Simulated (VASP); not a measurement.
# Ti2SiTe2 in VASP: a series of runs, part 3 of 3

VASP 6.6.1. Earlier steps stand in the parts before.

## 4. Relaxation of cell and atoms, PBE

This run uses another cell than the first one, of 27.05 Å³/atom, 1.258 times its volume.

INCAR reads:

```
SYSTEM = Ti2SiTe2
PREC = Normal
ENCUT = 520
EDIFF = 1E-4
ISMEAR = 0
SIGMA = 0.15
LREAL = .FALSE.
LASPH = .TRUE.
NELM = 60
ALGO = Fast
ISIF = 3
LWAVE = .FALSE.
LCHARG = .FALSE.
GGA = PE
IBRION = 2
NSW = 24
EDIFFG = -0.08
KPAR = 2
```

KPOINTS reads:

```
regular mesh
0
G
  3 3 3
  0 0 0
```

POSCAR reads:

```
Ti2SiTe2
1.0
    4.7685743100      0.0000000000      0.0000000000
    0.0000000000      4.7685743100      0.0000000000
    0.0000000000      0.0000000000      5.9486734900
Ti Si Te
2 1 2
Direct
    0.5000000000      0.0000000000      0.4990589100
    0.0000000000      0.5000000000      0.4990589100
    0.0000000000      0.0000000000      0.2998454800
    0.5000000000      0.0000000000      0.9415390800
    0.0000000000      0.5000000000      0.9415390800
```

The run is started by

```
cat potpaw_PBE.64/Ti_sv/POTCAR potpaw_PBE.64/Si/POTCAR potpaw_PBE.64/Te/POTCAR > POTCAR
mpirun -np 2 vasp_std > vasp.out
```

It took 79 s on 2 MPI ranks of Intel Xeon 6975P-C (Granite Rapids), shared host; peak memory 0.18 GiB.

Results (log left out):

- Free energy: -26.0730 eV
- Relaxed volume: 25.39 Å³/atom
- Relaxed cell: a = 4.840 Å, b = 4.840 Å, c = 5.420 Å, α = 90.00°, β = 90.00°, γ = 90.00°
- Space group after relaxing (to 0.05 Å): P4mm (No. 99)
- Energy gained by relaxing: 125.9 meV/atom
- Ionic steps: 16
- Pressure after relaxing: -0.2 GPa
- Largest force after relaxing: 0.043 eV/Å
- Band gap on the k mesh: none (metal or under the smearing width)

Forces in eV/Å, atoms in the order of the input:
```
Ti   0.000  0.000  0.020
Ti   0.000  0.000  0.020
Si   0.000  0.000 -0.043
Te   0.000  0.000  0.002
Te   0.000  0.000  0.002
```

Stress tensor (GPa, compression positive):
```
-0.14  0.00  0.00
 0.00 -0.14  0.00
 0.00  0.00 -0.34
```

The path:
| step | energy change (eV) | largest force (eV/Å) | pressure (GPa) | volume (Å³) |
| --- | --- | --- | --- | --- |
| 1 | 0.0000 | 1.2380 | -4.30 | 135.27 |
| 2 | -0.3125 | 0.9233 | 1.15 | 121.54 |
| 3 | -0.3140 | 0.9130 | 1.52 | 120.66 |
| 4 | -0.4394 | 0.2882 | 0.91 | 120.77 |
| 5 | -0.4638 | 0.0355 | 0.87 | 120.83 |
| 6 | -0.5734 | 0.2167 | 0.01 | 122.84 |
| 7 | -0.5890 | 0.3214 | 0.07 | 123.49 |
| 8 | -0.5804 | 0.6073 | 0.17 | 124.76 |
| 9 | -0.5925 | 0.3660 | 0.09 | 123.86 |
| 10 | -0.5927 | 0.4150 | 0.22 | 124.00 |
| 11 | -0.6156 | 0.2590 | -0.04 | 124.53 |
| 12 | -0.6171 | 0.2691 | 0.00 | 124.66 |
| 13 | -0.6173 | 0.2725 | 0.08 | 124.69 |
| 14 | -0.6214 | 0.1967 | 0.00 | 125.00 |
| 15 | -0.6276 | 0.1185 | -0.10 | 125.65 |
| 16 | -0.6295 | 0.0431 | -0.21 | 126.97 |

Final structure:
```xyz
5
Lattice="4.8400 0.0000 0.0000 0.0000 4.8400 0.0000 0.0000 0.0000 5.4199" Properties=species:S:1:pos:R:3 pbc="T T T"
Ti    2.4200    0.0000    2.5075
Ti    0.0000    2.4200    2.5075
Si    0.0000    4.8400    1.8905
Te    2.4200    0.0000    5.1677
Te    4.8400    2.4200    5.1677
```

Levels at points of the mesh, in eV from the Fermi level:
```
           k point  band 16  band 17  band 18  band 19  band 20  band 21  band 22  band 23  band 24
(0.00, 0.00, 0.00)    -1.09    -1.08    -1.08    -0.64     0.55     0.55     0.83     0.90     0.90
```

Caveat: the k mesh is coarse (spacing up to 0.44 Å⁻¹), so the values aren't converged; the relaxation stopped at a loose force limit of 0.08 eV/Å, so its end isn't a converged minimum.

## 5. Relaxation of cell and atoms, PBE

This run uses another cell than the first one, of 24.34 Å³/atom, 1.132 times its volume.

INCAR is that of step 4.

KPOINTS reads:

```
regular mesh
0
G
  4 4 4
  0 0 0
```

POSCAR reads:

```
Ti2SiTe2
1.0
   -2.1559920100      3.0599115500      4.6116933600
    2.1559920100     -3.0599115500      4.6116933600
    2.1559920100      3.0599115500     -4.6116933600
Ti Si Te
2 1 2
Direct
    0.2897999900      0.5000000000      0.7897999900
    0.7102000100      0.5000000000      0.2102000100
    0.0000000000      0.0000000000      0.0000000000
    0.2885500000      0.7885500000      0.5000000000
    0.7114500000      0.2114500000      0.5000000000
```

The run is started by

```
cat potpaw_PBE.64/Ti_sv/POTCAR potpaw_PBE.64/Si/POTCAR potpaw_PBE.64/Te/POTCAR > POTCAR
mpirun -np 2 vasp_std > vasp.out
```

It took 2.2 min on 2 MPI ranks of Intel Xeon 6975P-C (Granite Rapids), shared host; peak memory 0.24 GiB.

It converged, with:

| Property | Result |
| --- | --- |
| Free energy | -29.1808 eV |
| Relaxed volume | 20.58 Å³/atom |
| Relaxed cell | a = 5.628 Å, b = 5.628 Å, c = 5.628 Å, α = 140.40°, β = 110.86°, γ = 82.73° |
| Space group after relaxing (to 0.05 Å) | Immm (No. 71) |
| Energy gained by relaxing | 294.1 meV/atom |
| Ionic steps | 10 |
| Pressure after relaxing | 0.1 GPa |
| Largest force after relaxing | 0.019 eV/Å |
| Band gap on the k mesh | none (metal or under the smearing width) |

Forces on the atoms (eV/Å):
```
Ti   0.000 -0.019  0.000
Ti   0.000  0.019  0.000
Si   0.000  0.000  0.000
Te   0.000  0.000 -0.005
Te   0.000  0.000  0.005
```

Stress tensor (GPa, compression positive):
```
-0.56  0.00  0.00
 0.00  0.23  0.00
 0.00  0.00  0.49
```

The path:
| step | energy change (eV) | largest force (eV/Å) | pressure (GPa) | volume (Å³) |
| --- | --- | --- | --- | --- |
| 1 | 0.0000 | 1.8441 | -9.05 | 121.70 |
| 2 | -1.0967 | 1.5082 | 3.53 | 98.96 |
| 3 | -1.0973 | 1.5201 | 3.09 | 99.22 |
| 4 | -1.3824 | 0.2248 | 2.42 | 100.35 |
| 5 | -1.4143 | 0.2890 | 2.34 | 100.79 |
| 6 | -1.4157 | 0.4081 | 2.38 | 100.90 |
| 7 | -1.4454 | 0.0762 | -2.06 | 105.96 |
| 8 | -1.4609 | 0.1348 | -0.66 | 104.03 |
| 9 | -1.4698 | 0.0316 | -0.19 | 103.17 |
| 10 | -1.4704 | 0.0187 | 0.05 | 102.88 |

Final structure:
```
CELL_PARAMETERS angstrom
-1.90663 3.19349 4.22426
1.90663 -3.19349 4.22426
1.90663 3.19349 -4.22426
ATOMIC_POSITIONS crystal
Ti 0.25387 0.50000 0.75387
Ti 0.74613 0.50000 0.24613
Si 0.00000 0.00000 0.00000
Te 0.29752 0.79752 0.50000
Te 0.70248 0.20248 0.50000
```

Levels at points of the mesh, in eV from the Fermi level:
| k point | band 18 | band 19 | band 20 | band 21 | band 22 | band 23 |
| --- | --- | --- | --- | --- | --- | --- |
| (0.00, 0.00, 0.00) | -1.48 | 0.19 | 0.37 | 0.57 | 0.61 | 0.65 |
| (0.50, 0.00, 0.00) | -1.92 | -1.00 | 0.01 | 0.07 | 0.39 | 0.85 |
| (0.00, 0.50, 0.00) | -1.14 | -0.95 | -0.74 | 0.26 | 0.81 | 1.07 |
| (0.50, 0.50, 0.00) | -1.97 | -1.60 | 0.12 | 0.18 | 0.74 | 0.98 |
| (0.50, 0.50, 0.50) | -1.14 | -1.03 | -0.65 | 0.28 | 0.40 | 0.75 |

Caveat: the k mesh is coarse (spacing up to 0.45 Å⁻¹), so the values aren't converged; the volume moved by over 15 % at a fixed basis, so the end points are rough; the relaxation stopped at a loose force limit of 0.08 eV/Å, so its end isn't a converged minimum. Spin-orbit coupling is left out, which matters for the levels of Te.

## 6. Relaxation of cell and atoms, PBE

This run uses another cell than the first one, of the same volume but with other edges.

INCAR is that of step 5.

KPOINTS reads:

```
regular mesh
0
G
  5 5 2
  0 0 0
```

POSCAR reads:

```
Ti2SiTe2
1.0
    3.6200000000      0.0000000000      0.0000000000
   -1.8100000000      3.1350119600      0.0000000000
    0.0000000000      0.0000000000      9.4700000000
Ti Si Te
2 1 2
Direct
    0.3333333300      0.6666666700      0.8360000000
    0.3333333300      0.6666666700      0.1640000000
    0.0000000000      0.0000000000      0.0000000000
    0.6666666700      0.3333333300      0.6490000000
    0.6666666700      0.3333333300      0.3510000000
```

Potentials or basis: VASP PAW PBE potentials, release 64 (Ti_sv, Si, Te).

The run is started by

```
cat potpaw_PBE.64/Ti_sv/POTCAR potpaw_PBE.64/Si/POTCAR potpaw_PBE.64/Te/POTCAR > POTCAR
mpirun -np 2 vasp_std > vasp.out
```

It took 86 s on 2 MPI ranks of Intel Xeon 6975P-C (Granite Rapids), shared host; peak memory 0.17 GiB.

The run converged. Its results:

```yaml
Free_energy: -30.0681 eV
Relaxed_volume: 24.31 Å³/atom
Relaxed_cell: a = 3.738 Å, b = 3.738 Å, c = 10.048 Å, α = 90.00°, β = 90.00°, γ = 120.00°
Space_group_after_relaxing_to_0.05_Å: P-6m2 (No. 187)
Energy_gained_by_relaxing: 128.5 meV/atom
Ionic_steps: 18
Pressure_after_relaxing: 0.1 GPa
Largest_force_after_relaxing: 0.048 eV/Å
Band_gap_on_the_k_mesh: none (metal or under the smearing width)
```

Forces on the atoms (eV/Å):
```
Ti   0.000  0.000 -0.006
Ti   0.000  0.000  0.006
Si   0.000  0.000  0.000
Te   0.000  0.000  0.048
Te   0.000  0.000 -0.048
```

Stress tensor (GPa, compression positive):
```
0.08 0.00 0.00
0.00 0.08 0.00
0.00 0.00 0.26
```

Step by step:
```tsv
step	energy change (eV)	largest force (eV/Å)	pressure (GPa)	volume (Å³)
1	0.0000	2.0295	5.09	107.47
2	-0.3950	0.9969	-4.40	118.45
3	-0.3736	1.0962	-1.27	117.33
4	-0.3790	1.0613	-1.39	117.85
5	-0.3816	1.0499	-1.71	118.15
6	-0.5039	0.6229	0.97	115.55
7	-0.5110	0.6798	3.13	113.95
8	-0.5150	0.6982	2.63	114.48
9	-0.5877	0.3084	1.75	116.96
10	-0.6197	0.1482	0.93	119.93
11	-0.6201	0.2098	1.03	120.20
12	-0.6291	0.1442	-0.23	122.54
13	-0.6290	0.1564	-0.71	122.74
14	-0.6293	0.1474	-0.75	122.59
15	-0.6334	0.0691	0.38	120.90
16	-0.6340	0.0683	0.25	121.25
17	-0.6369	0.0286	0.21	121.34
18	-0.6423	0.0479	0.14	121.56
```

Final structure:
```cif
data_structure
_symmetry_space_group_name_H-M 'P 1'
_symmetry_Int_Tables_number 1
_cell_length_a 3.7376
_cell_length_b 3.7376
_cell_length_c 10.0475
_cell_angle_alpha 90.000
_cell_angle_beta 90.000
_cell_angle_gamma 120.000
_cell_volume 121.56
loop_
_atom_site_label
_atom_site_type_symbol
_atom_site_fract_x
_atom_site_fract_y
_atom_site_fract_z
_atom_site_occupancy
Ti1 Ti 0.33333 0.66667 0.84872 1
Ti2 Ti 0.33333 0.66667 0.15128 1
Si1 Si 0.00000 0.00000 0.00000 1
Te1 Te 0.66667 0.33333 0.68036 1
Te2 Te 0.66667 0.33333 0.31964 1
```

Levels at points of the mesh, in eV from the Fermi level:
```
           k point  band 16  band 17  band 18  band 19  band 20  band 21  band 22  band 23  band 24
(0.00, 0.00, 0.00)    -0.79    -0.79    -0.07     0.46     0.46     0.97     1.13     1.13     1.65
(0.00, 0.00, 0.50)    -0.85    -0.85    -0.67     0.47     0.47     0.69     1.12     1.12     1.86
```

Caveat: the k mesh is coarse (spacing up to 0.40 Å⁻¹), so the values aren't converged; this functional lacks dispersion, which binds the layers, so the pressure and a relaxed spacing across them are unreliable; the relaxation stopped at a loose force limit of 0.08 eV/Å, so its end isn't a converged minimum. The run has no spin-orbit coupling, so splittings on Te are missing.

## 7. The runs side by side

```tsv
k mesh	gap on the mesh (eV)	pressure (GPa)	relaxed volume (Å³/atom)	largest force (eV/Å)
4 × 4 × 2	none	0.1	22.86	0.06
4 × 4 × 4	none	0.1	20.58	0.02
3 × 3 × 3	none	-0.2	25.39	0.04
5 × 5 × 2	none	0.1	24.31	0.05
```

Alike in all rows: task relaxation of cell and atoms; level PBE; potentials or basis VASP PAW PBE potentials, release 64 (Ti_sv, Si, Te); no spin polarisation; cell relaxed; cutoff (eV) 520; smearing gaussian 0.15 eV; the mesh is coarse, so values aren't converged.

Caveats: all runs use coarse meshes; the relaxation stopped at a loose force limit of 0.08 eV/Å, so its end isn't a converged minimum; this functional lacks dispersion, which binds the layers, so the pressure and a relaxed spacing across them are unreliable (some runs); the volume moved by over 15 % at a fixed basis, so the end points are rough (some runs).

Total energies depend on the potentials used, so only differences within one code and one set of settings carry meaning.
